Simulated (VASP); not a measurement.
The system is TiCl2F.

```xyz
4
Lattice="-2.5210 2.5210 3.2304 2.5210 -2.5210 3.2304 2.5210 2.5210 -3.2304" Properties=species:S:1:pos:R:3 pbc="T T T"
Ti    0.0000    0.0000    0.0000
Cl    0.0000    2.5210    0.0000
Cl    2.5210    0.0000    0.0000
F     0.0000    0.0000    3.2304
```

The cell was built by a generator and needn't be a form met in nature.

```yaml
Program: VASP 6.6.1
Task: relaxation of cell and atoms
Functional: PBE
Potentials_or_basis: VASP PAW PBE potentials, release 64 (Ti_sv, Cl, F)
Cutoff: 520 eV
k_mesh: 4 × 4 × 4
Occupations: gaussian, width 0.15 eV
Spin: no spin polarisation
```

At the start: pressure -4.4 GPa; volume 20.53 Å³/atom.

Question: Where does the relaxation end?

Answer: Over 8 steps the energy falls by 43.2 meV/atom and the volume is 18.11 Å³/atom (-11.8 %); space group I4/mmm (No. 139, to 0.05 Å).

The path:
```csv
step,energy change (eV),largest force (eV/Å),pressure (GPa),volume (Å³)
1,0.0000,0.0000,-4.39,82.12
2,-0.1036,0.0000,-0.57,75.61
3,-0.1038,0.0000,0.04,74.88
4,-0.1392,0.0000,0.62,73.40
5,-0.1670,0.0000,1.01,71.36
6,-0.1691,0.0000,1.47,70.40
7,-0.1694,0.0000,1.15,70.68
8,-0.1729,0.0000,-0.49,72.44
```

Final structure:
```
Ti Cl F
1.0
    -2.49080    2.49080    2.91897
     2.49080   -2.49080    2.91897
     2.49080    2.49080   -2.91897
Ti Cl F
1 2 1
Direct
  0.00000 0.00000 0.00000
  0.50000 0.00000 0.50000
  0.00000 0.50000 0.50000
  0.50000 0.50000 0.00000
```

Caveat: the k mesh is coarse (spacing up to 0.44 Å⁻¹), so the values aren't converged; an odd number of electrons without spin polarisation forces a metal; a magnetic or distorted state may lie lower.
